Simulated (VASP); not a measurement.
Output of a VASP run:

OSZICAR:
```
       N       E                     dE             d eps       ncg     rms          rms(c)
DAV:   1    -0.631843433341E+03   -0.63184E+03   -0.11233E+01   362   0.787E+00    0.158E+01
DAV:   2    -0.631920107208E+03   -0.76674E-01   -0.30793E-01   391   0.120E+00    0.114E+01
DAV:   3    -0.631901943280E+03    0.18164E-01   -0.12986E-02   420   0.262E-01    0.671E+00
DAV:   4    -0.631895390258E+03    0.65530E-02   -0.45003E-03   412   0.138E-01    0.387E+00
DAV:   5    -0.631893371006E+03    0.20193E-02   -0.11374E-03   407   0.693E-02    0.221E+00
DAV:   6    -0.631892696327E+03    0.67468E-03   -0.24699E-04   391   0.354E-02    0.126E+00
DAV:   7    -0.631892475346E+03    0.22098E-03   -0.86439E-05   391   0.223E-02    0.720E-01
DAV:   8    -0.631892407103E+03    0.68244E-04   -0.23448E-05   231   0.127E-02    0.417E-01
DAV:   9    -0.631892387083E+03    0.20020E-04   -0.10929E-05   231   0.944E-03    0.236E-01
DAV:  10    -0.631892382268E+03    0.48150E-05   -0.32104E-06   223   0.509E-03
   1 F= -.63189238E+03 E0= -.63189238E+03  d E =-.728884E-13
```

**OUTCAR**
```
------------------------ aborting loop because EDIFF is reached ----------------------------------------
  volume of cell :      755.65
      direct lattice vectors                 reciprocal lattice vectors
     4.640980826 -8.038414841  0.000000000     0.107735847 -0.062201318  0.000000000
     4.640980826  8.038414841  0.000000000     0.107735847  0.062201318  0.000000000
     0.000000000  0.000000000 10.127683409     0.000000000  0.000000000  0.098739263
  FREE ENERGIE OF THE ION-ELECTRON SYSTEM (eV)
  ---------------------------------------------------
  free  energy   TOTEN  =      -631.8923822683 eV

  energy  without entropy=     -631.8923822683  energy(sigma->0) =     -631.89238227

  exchange ACFDT corr.  =         0.00000000  see jH, gK, PRB 81, 115126
```
(Selected blocks of OUTCAR.)

**POSCAR**
```
C36HSi36
1
    4.6409808259    -8.0384148409     0.0000000000
    4.6409808259     8.0384148409     0.0000000000
    0.0000000000     0.0000000000    10.1276834094
Si C H
36 36 1
Direct
  0.0001925256   0.9996933650   0.0011482274
  0.9996659935   0.9984123175   0.5004199809
  0.2215075604   0.1110324004   0.7518147109
  0.1114748694   0.2209598976   0.2505681297
  0.9997972901   0.3333501516   0.0034170173
  0.9981946180   0.3306298935   0.5013332875
  0.2172017284   0.4438699966   0.7637238547
  0.1123495596   0.5570696168   0.2513372658
  0.0002367517   0.6670512534   0.0013173057
  0.0005566940   0.6673766883   0.5005156186
  0.2216571170   0.7786558180   0.7518782747
  0.1119652881   0.8890794201   0.2510274612
  0.3336828685   0.0003276913   0.0007838785
  0.3345902938   0.0004782101   0.5005154557
  0.5553990355   0.1113326355   0.7517327744
  0.4468106789   0.2216805242   0.2497337633
  0.3337506322   0.3333665146   0.0024357682
  0.3372027885   0.3234891923   0.4930762771
  0.5554039239   0.4441822391   0.7524857376
  0.4462702066   0.5568023995   0.2504669703
  0.3339694508   0.6679687140   0.0027714408
  0.3369580740   0.6773143087   0.4969546132
  0.5554918571   0.7784564768   0.7523023588
  0.4464913201   0.8910080886   0.2505269098
  0.6675650301   0.0005206124   0.0016607238
  0.6683603122   0.0016598866   0.5009687515
  0.8881520956   0.1100912604   0.7527909472
  0.7796141269   0.2230840090   0.2527099920
  0.6676401671   0.3340901643   0.0015231684
  0.6690562053   0.3330105349   0.5008315168
  0.8882055255   0.4451482407   0.7525975993
  0.7788748546   0.5561208697   0.2510591613
  0.6670071670   0.6669447309   0.0010404795
  0.6672637959   0.6669902524   0.4997404203
  0.8883008687   0.7775799070   0.7515388640
  0.7785969816   0.8891821002   0.2510128757
  0.9997866449   0.9999286810   0.8134192787
  0.0005217240   0.9998208006   0.3134253558
  0.2215636146   0.1095944122   0.5618730850
  0.1111713595   0.2220207562   0.0623936561
  0.9966078708   0.3320512975   0.8155980557
  0.0043768981   0.3351007701   0.3157731965
  0.2344171973   0.4527449901   0.5652297310
  0.1114206051   0.5558482868   0.0628017316
  0.9997917066   0.6669394830   0.8135462936
  0.0007536832   0.6669923747   0.3135341104
  0.2221250660   0.7795493910   0.5622049855
  0.1117674942   0.8891695865   0.0621476701
  0.3332442891   0.0006913872   0.8131312995
  0.3344724762   0.0005904752   0.3132875231
  0.5566726992   0.1116751305   0.5625482670
  0.4455311755   0.2224917800   0.0617244734
  0.3317335475   0.3335094158   0.8140788143
  0.3345549588   0.3328638255   0.3102611199
  0.5555701983   0.4429189216   0.5611605029
  0.4447354889   0.5559480260   0.0621638559
  0.3323347474   0.6672617734   0.8147146925
  0.3348552359   0.6682437188   0.3119814861
  0.5563786846   0.7794054762   0.5619447773
  0.4456102605   0.8902690442   0.0622405536
  0.6662899389   0.0001658754   0.8139515158
  0.6684462925   0.0010414374   0.3137492822
  0.8919994915   0.1125503186   0.5633815393
  0.7789286542   0.2229788069   0.0635062391
  0.6661765146   0.3333967066   0.8137061593
  0.6684688785   0.3340467378   0.3136623457
  0.8932473847   0.4449970397   0.5631156902
  0.7781601569   0.5560309020   0.0621800451
  0.6659944437   0.6664974500   0.8131007648
  0.6673118162   0.6669019977   0.3130811759
  0.8880993669   0.7767362660   0.5623544506
  0.7781610414   0.8889938863   0.0621031065
  0.3580151375   0.4930983896   0.6090625876
```

Problem. Write an INCAR and KPOINTS that could have produced this output.

Solution. One answer among several that fit: the input of the run itself, HSE06 screened hybrid, plane waves, VASP's PBE PAW potentials (set 64).

File KPOINTS:
```
K-points
0
G
1 1 1
0 0 0
```

### INCAR
```
SYSTEM  =  C36HSi36
PREC  =  Normal; ENCUT  =  400; LREAL  =  Auto
LASPH  =  .True.; ISYM  =  0; NELECT  =  288.0
EDIFF  =  1E-5; NELM  =  50; NELMIN  =  4
ALGO  =  Normal
ISMEAR  =  0; SIGMA  =  0.05
GGA  =  PE; LHFCALC  =  .True.; AEXX  =  0.25
HFSCREEN  =  0.2; PRECFOCK  =  Fast
ISIF  =  0
LWAVE  =  .False.; LCHARG  =  .False.
```

POTCAR, in this order: Si C H (PBE.64 set). Program: vasp_gam. Read from the step before: WAVECAR.

The cell is charged, with a uniform compensating background. The supercell is sampled at Γ alone, which is coarse: total energies, pressure and levels can be off, energies of defects by several tenths of an eV.

The cell is a supercell with a defect, built from SiC (4h): H_i, charge +1. The cell's shape comes from a PBE relaxation. The run is not spin-polarised, so no state with unpaired spins was tried.
